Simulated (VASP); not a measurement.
# ZrReF (P4mm) in VASP: relaxation of the atoms with RPBE

Aim: the relaxation of the atoms of ZrReF with RPBE.

All numbers are computed with VASP 6.6.1; they aren't measurements. Logs are shortened: lines on timing, memory, paths and dates and some standing lists are left out, and cuts for length are marked.

### Step 1. Starting point

It takes space group P4mm (No. 99, tetragonal). Conventional cell: a = 2.827 Å, b = 2.827 Å, c = 6.880 Å, α = 90.00°, β = 90.00°, γ = 90.00°. Around Zr (site symmetry 4mm) lie 1 F at 1.98 Å. Re (site symmetry 4mm) has 4 F at 2.14 Å and 4 Zr at 2.34 Å as nearest neighbours. F (site symmetry 4mm) has 1 Zr at 1.98 Å and 4 Re at 2.14 Å as nearest neighbours.

The cell was built by a generator and needn't be a form met in nature.

### Step 2. Relaxation of the atoms, RPBE

The input, INCAR:

```
SYSTEM = ZrReF
PREC     = Accurate       ! precision mode
ENCUT    = 520            ! plane-wave cutoff, eV
EDIFF    = 1E-6           ! SCF threshold, eV
ISMEAR   = 0              ! smearing method
SIGMA    = 0.05           ! smearing width, eV
LREAL    = .False.        ! projectors in reciprocal space
LASPH    = .True.         ! aspherical terms in the spheres
NELM     = 80             ! most SCF steps
ALGO     = Normal         ! electronic algorithm
ISIF     = 2              ! what is computed and relaxed
LWAVE    = .False.        ! write WAVECAR
LCHARG   = .False.        ! write CHGCAR
GGA      = RP             ! functional
IBRION   = 2              ! ionic algorithm
NSW      = 60             ! ionic steps
EDIFFG   = -0.01          ! ionic threshold
```

The input, KPOINTS:

```
Automatic mesh
0
Gamma
  9 9 4
  0 0 0
```

The input, POSCAR:

```
ZrReF
1.0
    2.8274673000      0.0000000000      0.0000000000
    0.0000000000      2.8274673000      0.0000000000
    0.0000000000      0.0000000000      6.8803522300
Zr Re F
1 1 1
Direct
    0.5000000000      0.5000000000      0.8060067500
    0.0000000000      0.0000000000      0.6298399700
    0.5000000000      0.5000000000      0.5182283500
```

Potentials or basis: VASP PAW PBE potentials, release 64 (Zr_sv, Re, F).

Run with:

```sh
cat potpaw_PBE.64/Zr_sv/POTCAR potpaw_PBE.64/Re/POTCAR potpaw_PBE.64/F/POTCAR > POTCAR
mpirun -np 1 vasp_std > vasp.out
```

OUTCAR:

```text
SYSTEM = ZrReF
   PREC = Accurate
   ENCUT = 520
   EDIFF = 1E-6
   ISMEAR = 0
   LREAL = .False.
   LASPH = .True.
   NELM = 80
   ISIF = 2
   GGA = RP
   IBRION = 2
   NSW = 60
   EDIFFG = -0.01

 ion  position               nearest neighbor table
   1  0.500  0.500  0.806-   3 1.98   2 2.34   2 2.34   2 2.34   2 2.34
   2  0.000  0.000  0.630-   3 2.14   3 2.14   3 2.14   3 2.14   1 2.34   1 2.34   1 2.34   1 2.34

   3  0.500  0.500  0.518-   1 1.98   2 2.14   2 2.14   2 2.14   2 2.14

  LATTYP: Found a simple tetragonal cell.
 ALAT       =     2.8274673000
 C/A-ratio  =     2.4333976312

  Lattice vectors:

 A1 = (   2.8274673000,   0.0000000000,   0.0000000000)
 A2 = (   0.0000000000,   2.8274673000,   0.0000000000)
 A3 = (   0.0000000000,   0.0000000000,   6.8803522300)

Analysis of symmetry for initial positions (statically):
=====================================================================
 Subroutine PRICEL returns:
 Original cell was already a primitive cell.

 Routine SETGRP: Setting up the symmetry group for a
 simple tetragonal supercell.

 Subroutine GETGRP returns: Found  8 space group operations
 (whereof  8 operations were pure point group operations)
 out of a pool of 16 trial point group operations.

The static configuration has the point symmetry C_4v.

Analysis of symmetry for dynamics (positions and initial velocities):
=====================================================================
 Subroutine PRICEL returns:
 Original cell was already a primitive cell.

 Routine SETGRP: Setting up the symmetry group for a
 simple tetragonal supercell.

 Subroutine GETGRP returns: Found  8 space group operations
 (whereof  8 operations were pure point group operations)
 out of a pool of 16 trial point group operations.

The dynamic configuration has the point symmetry C_4v.

 Subroutine INISYM returns: Found  8 space group operations
 (whereof  8 operations are pure point group operations),
 and found     1 'primitive' translations

----------------------------------------------------------------------------------------

                                     Primitive cell

  volume of cell :      55.0055

  direct lattice vectors                    reciprocal lattice vectors
     2.827467300  0.000000000  0.000000000     0.353673409  0.000000000  0.000000000
     0.000000000  2.827467300  0.000000000     0.000000000  0.353673409  0.000000000
     0.000000000  0.000000000  6.880352230     0.000000000  0.000000000  0.145341396

  length of vectors
     2.827467300  2.827467300  6.880352230     0.353673409  0.353673409  0.145341396
[... 83 lines left out ...]
   EDIFF  = 0.1E-05   stopping-criterion for ELM
   LREAL  =      F    real-space projection
   EDIFFG = -.1E-01   stopping-criterion for IOM
   NSW    =     60    number of steps for IOM
   IBRION =      2    ionic relax: 0-MD 1-quasi-New 2-CG
   NFREE  =      1    steps in history (QN), initial steepest desc. (CG)
   ISIF   =      2    stress and relaxation
   ISYM   =      2    0-nonsym 1-usesym 2-fastsym
   POTIM  = 0.5000    time-step for ionic-motion
   TEBEG  =    0.0;   TEEND  =   0.0 temperature during run
   PSTRESS=    0.0 pullay stress
   NELECT =      26.0000    total number of electrons
   NUPDOWN=      -1.0000    fix difference up-down
   EMIN   =  10.00;   EMAX   =-10.00  energy-range for DOS
   EFERMI =   0.00;   METHOD = LEGACY
   ISMEAR =     0;   SIGMA  =   0.05  broadening in eV -4-tet -1-fermi 0-gaus
   EFERMI_NEDOS =   21; number of points for ismear=-14 and -15
   IALGO  =     38    algorithm
   IMIX   =      4    mixing-type and parameters
     AMIX     =   0.40;   BMIX     =  1.00
     AMIX_MAG =   1.60;   BMIX_MAG =  1.00
  volume/ion in A,a.u.               =      18.34       123.73
  Fermi-wavevector in a.u.,A,eV,Ry     =   1.275256  2.409884 22.126849  1.626278
  Thomas-Fermi vector in A             =   2.407978
   LORBIT       =      0    0 simple, 1 ext, 2 COOP (PROOUT), +10 PAW based schemes
   GGA     = RP    functional components
   LHFCALC =     F    Hartree Fock is set to
   AEXX    =    0.0000 exact exchange contribution
   IVDW    =     0    specifies the selected vdW correction
   LEPSILON=     F    determine dielectric tensor
   LRPA    =     F    only Hartree local field effects (RPA)
 conjugate gradient relaxation of ions
 non-spin polarized calculation
 Gauss-broadening in eV      SIGMA  =   0.05
  energy-cutoff  :      520.00
  volume of cell :       55.01
 maximum number of plane-waves:      1506
 NGX is ok and might be reduce to    24
   NGX = 11   NGY = 11   NGZ = 25

--------------------------------------- Ionic step        1  -------------------------------------------

 number of electron      26.0000013 magnetization

 Free energy of the ion-electron system (eV)
  ---------------------------------------------------
  ext. energy  EPLUGINS =         0.00000000
  ---------------------------------------------------
  free energy    TOTEN  =       -13.57072054 eV

  energy without entropy =      -13.56677170  energy(sigma->0) =      -13.56874612

 E-fermi :   6.3105     XC(G=0):  -9.5976

 val. band max:        6.3019884221   @ k =   0.1111   0.0000   0.2500
 cond. band min:       6.3125688420   @ k =   0.2222   0.0000   0.0000
 fundamental gap:      0.0105804199
 Fermi energy:         6.3105402195

 k-point     1 :       0.0000    0.0000    0.0000
  band No.  band energies     occupation
      1     -41.6101      2.00000
      2     -23.2017      2.00000
      3     -19.1709      2.00000
      4     -19.0991      2.00000
      5     -19.0991      2.00000
      6      -3.5153      2.00000
[... 575 lines left out ...]
  FREE ENERGIE OF THE ION-ELECTRON SYSTEM (eV)
  ---------------------------------------------------
  free  energy   TOTEN  =       -20.4899596464 eV

  energy  without entropy=      -20.4821606415  energy(sigma->0) =      -20.48606014

[... ionic steps 4 to 34 ...]

--------------------------------------- Ionic step       35  -------------------------------------------

 number of electron      26.0000013 magnetization

------------------------ aborting loop because EDIFF is reached ----------------------------------------
[... 69 lines left out ...]
--------------------------------------- Ionic step       37  -------------------------------------------

 number of electron      26.0000012 magnetization

 Free energy of the ion-electron system (eV)
  ---------------------------------------------------
  ext. energy  EPLUGINS =         0.00000000
  ---------------------------------------------------
  free energy    TOTEN  =       -22.83833989 eV

  energy without entropy =      -22.83385945  energy(sigma->0) =      -22.83609967

 E-fermi :   5.7010     XC(G=0): -10.4819

 val. band max:        5.6914651074   @ k =   0.3333   0.2222   0.0000
 cond. band min:       5.7154868688   @ k =   0.3333   0.3333   0.0000
 fundamental gap:      0.0240217613
 Fermi energy:         5.7009685500

 k-point     1 :       0.0000    0.0000    0.0000
  band No.  band energies     occupation
      1     -43.2029      2.00000
      2     -21.9022      2.00000
      3     -20.5123      2.00000
      4     -20.5123      2.00000
      5     -17.4850      2.00000
      6      -0.8948      2.00000
[... 501 lines left out ...]
  FREE ENERGIE OF THE ION-ELECTRON SYSTEM (eV)
  ---------------------------------------------------
  free  energy   TOTEN  =       -22.8383398930 eV

  energy  without entropy=      -22.8338594472  energy(sigma->0) =      -22.83609967

 reached required accuracy - stopping structural energy minimisation
```

CONTCAR:

```text
ZrReF
   1.00000000000000
     2.8274672999999999    0.0000000000000000    0.0000000000000000
     0.0000000000000000    2.8274672999999999    0.0000000000000000
     0.0000000000000000    0.0000000000000000    6.8803522299999997
  Zr              Re              F
     1     1     1
Direct
     0.5000000000000000    0.5000000000000000    0.9911066798974408
     1.0000000000000000    0.0000000000000000    0.6844731244196431
     0.5000000000000000    0.5000000000000000    0.2784952656829179

  0.00000000E+00  0.00000000E+00  0.00000000E+00
  0.00000000E+00  0.00000000E+00  0.00000000E+00
  0.00000000E+00  0.00000000E+00  0.00000000E+00
```

Run time: 8.8 min. Hardware: 1 thread of Intel Xeon Platinum 8488C (Sapphire Rapids), shared host; peak memory 0.22 GiB.

Results:

* Free energy: -22.8383 eV
* Energy gained by relaxing: 3089.2 meV/atom
* Ionic steps: 37
* Pressure after relaxing: 1.5 GPa
* Largest force after relaxing: 0.003 eV/Å
* Band gap on the k mesh: none (metal or under the smearing width)

Forces in eV/Å, atoms in the order of the input:
```
Zr   0.000  0.000 -0.003
Re   0.000  0.000  0.001
F    0.000  0.000  0.002
```

Stress tensor (GPa, compression positive):
```
0.97 0.00 0.00
0.00 0.97 0.00
0.00 0.00 2.63
```

Step by step:
```tsv
step	energy change (eV)	largest force (eV/Å)	pressure (GPa)
1	0.0000	14.3026	95.13
2	-6.8437	4.3772	11.28
3	-6.9192	4.3668	8.37
4	-6.9838	4.4630	3.26
5	-8.0063	1.0875	-3.85
6	-8.0994	0.2888	-4.58
7	-8.1057	0.3566	-4.56
8	-8.1065	0.4234	-4.52
9	-8.1211	0.3520	-5.65
10	-8.1585	0.4572	-8.57
11	-8.2451	1.1599	-12.86
12	-8.2590	2.6029	-11.73
13	-8.2718	1.6791	-13.99
14	-8.2973	2.2304	-13.94
15	-8.2995	2.2403	-13.90
16	-8.3057	2.2723	-13.77
17	-8.3163	2.3341	-13.43
18	-8.3258	2.4625	-12.46
19	-8.3373	2.4535	-12.38
20	-8.3712	2.4249	-12.23
21	-8.4370	2.3721	-11.88
22	-8.5590	2.2673	-10.95
23	-8.7519	2.0658	-8.26
24	-8.7639	5.0772	1.32
25	-8.8386	2.9120	-4.81
26	-8.9644	2.3187	-5.04
27	-9.1953	0.6515	-3.95
28	-9.2309	0.6471	-2.83
29	-9.1736	1.8099	1.55
30	-9.2373	0.7997	-2.05
31	-9.2539	0.5924	-0.71
32	-9.2656	0.2865	1.86
33	-9.2675	0.0456	1.68
34	-9.2676	0.0138	1.64
35	-9.2676	0.0186	1.65
36	-9.2676	0.0123	1.60
37	-9.2676	0.0034	1.53
```

Final structure:
```xyz
3
Lattice="2.8275 0.0000 0.0000 0.0000 2.8275 0.0000 0.0000 0.0000 6.8804" Properties=species:S:1:pos:R:3 pbc="T T T"
Zr    1.4137    1.4137    6.8192
Re    2.8275    0.0000    4.7094
F     1.4137    1.4137    1.9161
```

Levels at points of the mesh, in eV from the Fermi level:
| k point | band 11 | band 12 | band 13 | band 14 | band 15 | band 16 |
| --- | --- | --- | --- | --- | --- | --- |
| (0.00, 0.00, 0.00) | -3.97 | -1.63 | -0.16 | 0.38 | 0.38 | 2.18 |
| (0.00, 0.00, 0.50) | -3.97 | -1.63 | -0.31 | 0.33 | 0.33 | 2.09 |

Caveat: the PAW data sets were made with another functional, which shifts forces and pressure a little.
